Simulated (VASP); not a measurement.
```xyz
8
Lattice="4.3253 0.0000 0.0000 0.0000 4.3253 0.0000 0.0000 0.0000 4.3253" Properties=species:S:1:pos:R:3 pbc="T T T"
Co     3.6925     2.7954     1.5299
Co     1.5299     3.6925     2.7954
Co     0.6328     0.6328     0.6328
Co     2.7954     1.5299     3.6925
Si     0.6773     1.4853     2.8399
Si     2.8399     0.6773     1.4853
Si     3.6480     3.6480     3.6480
Si     1.4853     2.8399     0.6773
```

These are LDA (Ceperley-Alder, Perdew-Zunger), VASP's LDA PAW potentials (set 64) (plane waves; VASP) values and carry that method's errors. Run with 500 eV cut-off, 7×7×7 Γ-centred mesh, first-order Methfessel-Paxton smearing of 0.10 eV, potentials Co Si.

Problem. Predict the energy per atom (σ→0), pressure, band gap (on the k-mesh) with the smallest direct gap where there is one.

Solution. 
The band gap (on the k-mesh) comes out as none (metal, semimetal or under 0.01 eV), the energy per atom (σ→0) comes out as -7.827 eV/atom and the pressure comes out as 5.07 GPa.

The compound is CoSi in the B20 structure. It was relaxed first under an external pressure of 5 GPa. The run is not spin-polarised, so no magnetic state was tried.
